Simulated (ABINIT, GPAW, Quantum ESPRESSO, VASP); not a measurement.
**GaP (F-43m, 2 atoms in the cell) computed with different codes at matched settings**

Self-consistent single point.

```yaml
crystal:
  lattice:
    - [0.00000, 2.72500, 2.72500]
    - [2.72500, 0.00000, 2.72500]
    - [2.72500, 2.72500, 0.00000]
  atoms:
    - { symbol: Ga, position: [0.00000, 0.00000, 0.00000] }
    - { symbol: P, position: [0.25000, 0.25000, 0.25000] }
```

All programs got the same cell, k-point mesh and kind of occupations (in GPAW's words: kpts = 5 5 5; mesh shift (steps) = 0 0 0; occupations.name = fermi-dirac; occupations.width = 0.01 eV); potentials, basis and cutoffs are each program's usual ones.

```csv
code,model,pressure (GPa),gap on the mesh (eV),cutoff
GPAW,"PBE, GPAW PAW datasets PBE (gpaw-data 1.0.1)",4.70,1.619,550 eV
Quantum ESPRESSO,"PBE, PseudoDojo stringent norm-conserving (PBE) pseudopotentials",2.57,1.598,115 Ry
VASP,"PBE, VASP's PBE PAW potentials (set 64)",–,1.596,300 eV
ABINIT,"PBE, norm-conserving pseudopotentials (PseudoDojo nc-sr-05 PBE standard)",2.72,1.597,40 Ha
```

A dash marks a value that a program does not give, or that is left out as unsure.

Gaps are read on the mesh.

The spread over the programs that give each value: pressure within 2.13 GPa; gap on the mesh within 0.023 eV.

The starting cell has typed, rounded lattice constants, without a prior relaxation at this level. On GPAW's run: In the base run, with a pressure of about 5 GPa the cell is away from its equilibrium volume at this level.

Question: Why do the programs differ, and what cannot be compared?

Answer: Differences of this kind can come from the potentials, where these differ, and from what each basis and cutoff leave unconverged. The valence holds different numbers of electrons (GPAW 8, Quantum ESPRESSO 26, VASP 18, ABINIT 18). The zero of total energies and Fermi levels follows the potentials and each program's conventions, so they are not compared here. In the pressure, GPAW (by 1.97) lies more than 1 GPa from the median of the plane-wave programs.

VASP's run is marked for a possible Pulay error in its stress at this cutoff; no cutoff test was made.

Left out of this page: Ansatz, CP2K, Elk, FLEUR and SIESTA (not drawn, or without a comparable value).

Keys are those of Ansatz 0.2.
